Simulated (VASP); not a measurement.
An input for Ansatz (written as the equivalent of a VASP run, and not itself run):

Ansatz 0.2 input:
```yaml
crystal:
  lattice:
    - [2.0158750, -3.5023244, 0.0000000]
    - [2.0158750, 3.5023244, 0.0000000]
    - [0.0000000, 0.0000000, 4.0851224]
  atoms:
    - { symbol: Ga, position: [0.1540365, 0.8459635, 0.9172472] }
    - { symbol: Ga, position: [0.3459635, 0.6540365, 0.4172472] }
    - { symbol: Ga, position: [0.6540365, 0.3459635, 0.5827528] }
    - { symbol: Ga, position: [0.8459635, 0.1540365, 0.0827528] }
kpoints:
  mp_grid: { grid: [9, 9, 8] }
hamiltonian:
  xc: lda
  pseudopotentials: { kind: paw }
scf:
  occupations: { method: methfessel_paxton, width: 0.1 }
  max_iter: 100
relax:
  max_steps: 40
  f_tol: 0.02
  cell: { p_target: 30 }
output: { forces: true, stress: true, eigenvalues: true }
```

Translate this input to VASP (INCAR, KPOINTS, POSCAR, choice of POTCAR).

One answer among several that fit: 
KPOINTS:
```
kpoints
0
gamma
 9 9 8
```

**INCAR**
```
SYSTEM = Ga
PREC = Accurate
ENCUT = 500
EDIFF = 1E-6
NELM = 100
ALGO = Normal
LREAL = .FALSE.
LASPH = .TRUE.
ISMEAR = 1
SIGMA = 0.1
LMAXMIX = 4
LWAVE = .FALSE.
LCHARG = .FALSE.
IBRION = 2
ISIF = 3
NSW = 40
EDIFFG = -0.02
PSTRESS = 300
```

POSCAR:
```
Ga
1
    2.0158749639    -3.5023243650    -0.0000000000
    2.0158749639     3.5023243650     0.0000000000
    0.0000000000    -0.0000000000     4.0851224463
Ga
4
Direct
  0.1540364565   0.8459635435   0.9172471978
  0.3459635435   0.6540364565   0.4172471978
  0.6540364565   0.3459635435   0.5827528022
  0.8459635435   0.1540364565   0.0827528022
```

POTCAR, in this order: Ga_d (LDA.64 set). Program: vasp_std.

Limits of the translation: each code has its own PAW files, so the cut-off isn't converted (ENCUT is set for VASP's; basis.ecutwfc is left out, and Ansatz then takes the one that its files recommend); Ansatz stops its SCF on the density residual and VASP on the energy change (EDIFF); Ansatz's lda is the Perdew-Wang form, while the LDA potentials of VASP carry Perdew-Zunger's.

The compound is Ga in the alpha structure. This run relaxes it under an external pressure of 30 GPa. Symmetry was kept, so distortions that lower it aren't found.
